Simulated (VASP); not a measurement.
A cell of GaN (zinc blende) near equilibrium:

```
CELL_PARAMETERS angstrom
      0.00000     2.27507     2.27507
      2.27507     0.00000     2.27507
      2.27507     2.27507     0.00000
ATOMIC_POSITIONS crystal
  Ga 0.00000 0.00000 0.00000
  N  0.25000 0.25000 0.25000
```

Calculation: PBE GGA, VASP's PBE PAW potentials (set 64) (plane waves; VASP).

```json
[
 {"run": "as it is", "ΔE (meV/atom)": "0.0", "σxx": "-0.25", "σyy": "-0.25", "σzz": "-0.25", "largest shear component, with its sign (GPa)": "0.00", "gap (eV)": "1.54"},
 {"run": "after one change", "ΔE (meV/atom)": "56.0", "σxx": "18.72", "σyy": "18.72", "σzz": "18.72", "largest shear component, with its sign (GPa)": "0.00", "gap (eV)": "2.13"}
]
```
Stress is in GPa, positive when the cell is compressed; gaps are those on the k-mesh, and 0.00 means metallic.

Q: Which change was made?
(A) isotropic strain of -3.0 %
(B) uniaxial strain of -1.5 % along x
(C) uniaxial strain of -3.0 % along z
(D) biaxial strain of +2.0 % in the xy plane

A: A, isotropic strain of -3.0 %

The compound is GaN in the zinc blende structure, a metastable form; wurtzite is the usual one.
